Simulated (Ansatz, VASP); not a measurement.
# Cross-check of NiI2 between VASP and Ansatz, part 2 of 2

One calculation is typed for both programs; each brings its own data sets and cutoff. How far apart do they land? The cell is taken from a series of VASP runs on this material, whose earlier steps may have relaxed, scaled or displaced it; both programs get it as it stands.

VASP 6.6.1 and Ansatz 0.2.0.

So far. Step 2 (Ansatz: single point, PBEsol, DFT+U): The run ends at a pressure of -1.33 GPa, with forces up to 0.67 eV/Å.

**3. VASP: single point, PBEsol, DFT+U**

Level of this step: PBEsol, DFT+U (Ni d 6 eV), spin-polarised from an antiferromagnetic start; plane waves and PAW (Ni, I) (VASP).

The same cell, functional, mesh and smearing now go to VASP, with its own data sets and cutoff.

Lines of VASP's logs that name or quote its potential files are left out, and so is its time.

File INCAR:

```
SYSTEM = NiI2
PREC = Accurate
ENCUT = 350
EDIFF = 1E-06
NELM = 150
ISMEAR = -1
SIGMA = 0.1
LREAL = .FALSE.
ALGO = Normal
GGA = PS
NBANDS = 33
ISPIN = 2
MAGMOM = 2 -2 0 0 0 0
LDAU = .TRUE.
LDAUTYPE = 2
LDAUL = 2 -1
LDAUU = 6 0
LDAUJ = 0 0
LDAUPRINT = 1
LASPH = .TRUE.
LMAXMIX = 4
LORBIT = 11
LWAVE = .FALSE.
LCHARG = .TRUE.
KPAR = 4
AMIX = 0.2
BMIX = 1E-04
AMIX_MAG = 0.8
BMIX_MAG = 1E-04
```

File POSCAR:

```
NiI2
1.0
    1.9460000000      1.1235236238      6.5446666667
   -1.9460000000      1.1235236238      6.5446666667
    0.0000000000     -4.4940944954     13.0893333334
Ni I
2 4
Direct
    0.0000000000      0.0000000000      0.0000000000
    0.0000000000      0.0000000000      0.5000000000
    0.2500000000      0.2500000000      0.1250000000
    0.2500000000      0.2500000000      0.6250000000
    0.7500000000      0.7500000000      0.3750000000
    0.7500000000      0.7500000000      0.8750000000
```

File KPOINTS:

```
Automatic mesh
0
Gamma
10 10 5
0 0 0
```

PAW data sets: Ni and I (PBE family, release 64).

Started as:

```console
mpirun -np 4 vasp_std
```

Numbers of over 12 decimals in the logs are rounded to 6 here.

What it wrote:

```text
[banner, memory and clock lines left out]
running    4 mpi-ranks, on    1 nodes
 distrk:  each k-point on    1 cores,    4 groups
 distr:  one band on    1 cores,    1 groups

 POSCAR found type information on POSCAR NiI
 POSCAR found :  2 types and       6 ions
|                                                                             |
|               ----> ADVICE to this user running VASP <----                  |
|                                                                             |
|     You enforced a specific xc type in the INCAR file but a different       |
|     [... a line on the potential file left out ...]
|     I HOPE YOU KNOW WHAT YOU ARE DOING!                                     |
|                                                                             |

 LDA part: xc-table for (Slater+PW92), standard interpolation
|                                                                             |
|           W    W    AA    RRRRR   N    N  II  N    N   GGGG   !!!           |
|           W    W   A  A   R    R  NN   N  II  NN   N  G    G  !!!           |
|           W    W  A    A  R    R  N N  N  II  N N  N  G       !!!           |
|           W WW W  AAAAAA  RRRRR   N  N N  II  N  N N  G  GGG   !            |
|           WW  WW  A    A  R   R   N   NN  II  N   NN  G    G                |
|           W    W  A    A  R    R  N    N  II  N    N   GGGG   !!!           |
|                                                                             |
|     Your reciprocal lattice and k-lattice belong to different lattice       |
|     classes:                                                                |
|                                                                             |
|        The reciprocal lattice is base-centered monoclinic,                  |
|        whereas your k-lattice is rhombohedral (trigonal).                   |
|                                                                             |
|     Results are often still useful ...                                      |
|                                                                             |

 POSCAR, INCAR and KPOINTS ok, starting setup
 FFT: planning ... GRIDC
 FFT: planning ... GRID_SOFT
 FFT: planning ... GRID
 WAVECAR not read
 entering main loop
       N       E                     dE             d eps       ncg     rms          rms(c)
DAV:   1     0.287281985938E+03    0.28728E+03   -0.15202E+04 18620   0.973E+02
DAV:   2     0.155497011851E+02   -0.27173E+03   -0.25798E+03 20504   0.245E+02
DAV:   3    -0.117734787564E+02   -0.27323E+02   -0.26610E+02 22501   0.916E+01
DAV:   4    -0.125818881860E+02   -0.80841E+00   -0.80741E+00 24388   0.170E+01
DAV:   5    -0.125986800035E+02   -0.16792E-01   -0.16788E-01 23437   0.258E+00    0.138E+01
DAV:   6    -0.138125750955E+02   -0.12139E+01   -0.69239E+00 22322   0.498E+01    0.112E+01
DAV:   7    -0.142962825116E+02   -0.48371E+00   -0.10707E+00 24512   0.960E+00    0.769E+00
DAV:   8    -0.147562678411E+02   -0.45999E+00   -0.28205E-01 29840   0.103E+01    0.539E+00
DAV:   9    -0.150192052645E+02   -0.26294E+00   -0.70466E-01 24031   0.191E+01    0.267E+00
DAV:  10    -0.151056676595E+02   -0.86462E-01   -0.39007E-01 22216   0.537E+00    0.125E+00
DAV:  11    -0.150947283178E+02    0.10939E-01   -0.83653E-02 23161   0.523E+00    0.456E-01
DAV:  12    -0.150974464311E+02   -0.27181E-02   -0.11053E-02 21250   0.119E+00    0.272E-01
DAV:  13    -0.150987096211E+02   -0.12632E-02   -0.10444E-03 27016   0.413E-01    0.154E-01
DAV:  14    -0.150991832475E+02   -0.47363E-03   -0.88988E-04 25244   0.496E-01    0.571E-02
DAV:  15    -0.150992846796E+02   -0.10143E-03   -0.47451E-04 22290   0.183E-01    0.321E-02
DAV:  16    -0.150993194673E+02   -0.34788E-04   -0.43142E-05 26679   0.105E-01    0.218E-02
DAV:  17    -0.150993426384E+02   -0.23171E-04   -0.21964E-05 30089   0.676E-02    0.161E-02
DAV:  18    -0.150993589814E+02   -0.16343E-04   -0.14918E-05 30972   0.760E-02    0.947E-03
DAV:  19    -0.150993652439E+02   -0.62625E-05   -0.97515E-06 27507   0.365E-02    0.533E-03
DAV:  20    -0.150993665776E+02   -0.13338E-05   -0.20396E-06 14933   0.202E-02    0.231E-03
DAV:  21    -0.150993670170E+02   -0.43933E-06   -0.18147E-06 14806   0.135E-02
   1 F= -.15099367E+02 E0= -.15098974E+02  d E =-.785346E-03  mag=     0.0000
```

OUTCAR, selected parts (step 3):

```text
ion  position               nearest neighbor table
   1  0.000  0.000  0.000-   4 2.78   5 2.78   6 2.78   6 2.78   3 2.78   3 2.78
   2  0.000  0.000  0.500-   3 2.78   6 2.78   5 2.78   5 2.78   4 2.78   4 2.78
   3  0.250  0.250  0.125-   2 2.78   1 2.78   1 2.78
   4  0.250  0.250  0.625-   1 2.78   2 2.78   2 2.78
   5  0.750  0.750  0.375-   1 2.78   2 2.78   2 2.78
   6  0.750  0.750  0.875-   2 2.78   1 2.78   1 2.78

  LATTYP: Found a base centered monoclinic cell.
 ALAT       =    13.2808082753
 B/A-ratio  =     0.2930544527
 C/A-ratio  =     0.5075852014
 COS(beta)  =    -0.1691950671

 Subroutine GETGRP returns: Found  4 space group operations
 (whereof  4 operations were pure point group operations)

The static configuration has the point symmetry C_2h.

 Found    141 irreducible k-points:

   k-points           NKPTS =    141   k-points in BZ     NKDIM =    141   number of bands    NBANDS=     33

   dimension x,y,z NGX =    42 NGY =   42 NGZ =   84
   dimension x,y,z NGXF=    84 NGYF=   84 NGZF=  168

   ENCUT  =  350.0 eV  25.72 Ry    5.07 a.u.  10.56 10.56 21.11*2*pi/ulx,y,z

   NELECT =      48.0000    total number of electrons

 k-points in reciprocal lattice and weights: Automatic mesh
   0.00000000  0.00000000  0.00000000       0.002
   0.10000000 -0.00000000 -0.00000000       0.008
   0.20000000 -0.00000000 -0.00000000       0.008
   0.30000000 -0.00000000 -0.00000000       0.008
   0.40000000 -0.00000000 -0.00000000       0.008
   0.50000000 -0.00000000 -0.00000000       0.004
   0.10000000  0.10000000 -0.00000000       0.004
   0.20000000  0.10000000 -0.00000000       0.008
   0.30000000  0.10000000 -0.00000000       0.008
[...]
o =  0.9927  v =  0.0000  0.0000  0.0000  0.0000  0.0000  0.5430  0.0000 -0.0000  0.8397  0.0000      0.0000  0.0000  0.0000  0.0000  0.0000  0.0000  0.0000  0.0000  0.0000  0.0000
  o =  0.9929  v =  0.0000  0.0000  0.0000  0.0000  0.0000  0.0000 -0.8372  0.0037  0.0000 -0.5469      0.0000  0.0000  0.0000  0.0000  0.0000  0.0000  0.0000  0.0000  0.0000  0.0000

 average (electrostatic) potential at core
       1 -87.0651       2 -87.0651       3 -90.6386       4 -90.6386       5 -90.6386
       6 -90.6386

 E-fermi :   5.1723

 spin component 1
 k-point     1 :       0.0000    0.0000    0.0000
  band No.  band energies     occupation
    ...
     20       4.0120      0.99999
     21       4.2044      0.99994
     22       4.3103      0.99982
     23       4.4841      0.99897
     24       4.4861      0.99895
     25       6.2425      0.00002
     26       6.2479      0.00002
     27       8.0559      0.00000
     28       8.3702      0.00000
     29       9.3504      0.00000
    ...

 k-point     2 :       0.1000   -0.0000   -0.0000
  band No.  band energies     occupation
    ...
     20       3.6927      1.00000
     21       3.9143      1.00000
     22       4.0127      0.99999
     23       4.2505      0.99990
     24       4.3708      0.99967
     25       6.0854      0.00011
     26       6.2360      0.00002
     27       8.4078      0.00000
     28       8.8765      0.00000
     29       9.8551      0.00000
    ...

 k-point     3 :       0.2000   -0.0000   -0.0000
  band No.  band energies     occupation
    ...
     20       2.9574      1.00000
     21       3.1176      1.00000
     22       3.8258      1.00000
     23       4.0420      0.99999
     24       4.1436      0.99997
     25       5.9606      0.00038
     26       6.2333      0.00002
     27       8.7203      0.00000
     28       9.1531      0.00000
     29      10.2066      0.00000
    ...

 k-point     4 :       0.3000   -0.0000   -0.0000
  band No.  band energies     occupation
    ...
     20       2.8642      1.00000
     21       3.1061      1.00000
     22       3.5414      1.00000
     23       3.7472      1.00000
     24       4.0528      0.99999
     25       6.0049      0.00024
     26       6.2650      0.00002
     27       8.2131      0.00000
     28       8.6183      0.00000
     29      10.2841      0.00000
    ...

 k-point     5 :       0.4000   -0.0000   -0.0000
  band No.  band energies     occupation
    ...
     20       2.9441      1.00000
     21       3.0321      1.00000
     22       3.2611      1.00000
     23       3.7459      1.00000
     24       4.0784      0.99998
     25       6.1455      0.00006
     26       6.3113      0.00001
     27       7.3969      0.00000
     28       8.2230      0.00000
     29       9.7318      0.00000
    ...

 k-point     6 :       0.5000   -0.0000   -0.0000
  band No.  band energies     occupation
    ...
     20       2.7751      1.00000
     21       3.0695      1.00000
     22       3.1094      1.00000
     23       3.9098      1.00000
     24       4.1127      0.99997
     25       6.2610      0.00002
     26       6.3284      0.00001
     27       6.9924      0.00000
     28       8.0940      0.00000
     29       9.3052      0.00000
    ...

  Total       -1.1812742     -1.1640828     -3.2309802      0.0000000     -0.0288229      0.0000000
  in kB      -11.0221795    -10.8617711    -30.1474832      0.0000000     -0.2689396      0.0000000
  external PRESSURE =     -17.3438113 kB  Pullay stress =       0.0000000 kB

  energy-cutoff  :      350.00
  volume of cell :      171.71
      direct lattice vectors                 reciprocal lattice vectors
     1.946000000  1.123523624  6.544666667     0.256937307  0.148342824  0.050932057
    -1.946000000  1.123523624  6.544666667    -0.256937307  0.148342824  0.050932057
     0.000000000 -4.494094495 13.089333333     0.000000000 -0.148342824  0.025466028

 POSITION                                       TOTAL-FORCE (eV/Angst)
 -----------------------------------------------------------------------------------
      0.00000      0.00000      0.00000         0.000000      0.000000      0.000000
      0.00000     -2.24705      6.54467         0.000000     -0.000000      0.000000
      0.00000     -0.00000      4.90850        -0.000000      0.002741      0.690719
      0.00000     -2.24705     11.45317        -0.000000      0.002741      0.690719
      0.00000     -0.00000     14.72550        -0.000000     -0.002741     -0.690719
      0.00000     -2.24705     21.27017        -0.000000     -0.002741     -0.690719
 -----------------------------------------------------------------------------------
    total drift:                                0.000000      0.000000      0.000000

  FREE ENERGIE OF THE ION-ELECTRON SYSTEM (eV)
  ---------------------------------------------------
  free  energy   TOTEN  =       -15.0993670170 eV

  energy  without entropy=      -15.0985816705  energy(sigma->0) =      -15.09897434

 total charge
# of ion       s       p       d       tot
------------------------------------------
    1        0.341   0.311   8.195   8.847
    2        0.341   0.311   8.195   8.847
    3        1.513   2.752   0.023   4.288
    4        1.513   2.752   0.023   4.288
    5        1.513   2.752   0.023   4.288
    6        1.513   2.752   0.023   4.288
--------------------------------------------------
tot          6.733  11.632  16.482  34.846

 magnetization (x)
# of ion       s       p       d       tot
------------------------------------------
    1        0.007   0.004   1.548   1.559
    2       -0.007  -0.004  -1.548  -1.559
    3        0.002   0.044   0.000   0.047
    4       -0.002  -0.044  -0.000  -0.047
    5       -0.002  -0.044  -0.000  -0.047
    6        0.002   0.044   0.000   0.047
--------------------------------------------------
tot          0.000   0.000  -0.000  -0.000

[... 1 further part left out ...]
```

The run ends at a pressure of -1.73 GPa, with forces up to 0.69 eV/Å.

**4. Side by side**

Known differences besides the potentials themselves: U acts on the PAW sphere in VASP and on atomic orbitals in Ansatz, so only states and trends compare; the data sets hold 104 valence electrons in Ansatz (default PAW (the set named soft_2) files) and 48 in VASP; the cutoff is 420 eV in Ansatz and 350 eV in VASP; Ansatz makes its cores anew for this functional, VASP keeps those of its PBE data sets; site moments are counted in spheres of each program's own size. Total energies have different zeros and are not compared.

The two programs side by side:

```
              quantity  Ansatz   VASP  difference
        pressure (GPa)   -1.33  -1.73       +0.40
gap on the k mesh (eV)   1.142  1.363      -0.220
    moment on Ni1 (μB)    1.50   1.56       -0.06
    moment on Ni2 (μB)   -1.50  -1.56       +0.06
     moment on I3 (μB)    0.05   0.05        0.00
     moment on I4 (μB)   -0.05  -0.05        0.00
     moment on I5 (μB)   -0.05  -0.05        0.00
     moment on I6 (μB)    0.05   0.05        0.00
```

Forces (eV/Å; atoms numbered as in POSCAR):

```
atom         Ansatz x, y, z           VASP x, y, z
 Ni1    0.000, 0.000, 0.000    0.000, 0.000, 0.000
 Ni2    0.000, 0.000, 0.000    0.000, 0.000, 0.000
  I3    0.000, 0.007, 0.670    0.000, 0.003, 0.691
  I4    0.000, 0.007, 0.670    0.000, 0.003, 0.691
  I5  0.000, -0.007, -0.670  0.000, -0.003, -0.691
  I6  0.000, -0.007, -0.670  0.000, -0.003, -0.691
```

The forces differ by 10 meV/Å r.m.s., which is 3.1 % of the r.m.s. force of 0.33 eV/Å (both taken over all components). A gap on the mesh is an upper bound, since the band edges may lie between its points.

**5. Results**

```
r.m.s. force difference (single point, PBEsol, DFT+U)         : 3.1 % of the r.m.s. force
difference in gap on the k mesh (single point, PBEsol, DFT+U) : -0.22 eV
```

The difference in gap on the k mesh is -0.22 eV (single point, PBEsol, DFT+U). How closely two codes agree says nothing of how well the functional describes the real material.

[Lines on the potential files, build, host, timing and source positions are cut from VASP's logs without a mark.]

[Logs are printed without paths, hosts, clocks, repeated set-up lines and the standing remarks that a program may print on its own settings, such as how far it seeks lower states.]

[Hosts, paths, dates, database ids (printed as entryN), source tags and the programs' standing remarks are cut or masked in the printed files.]
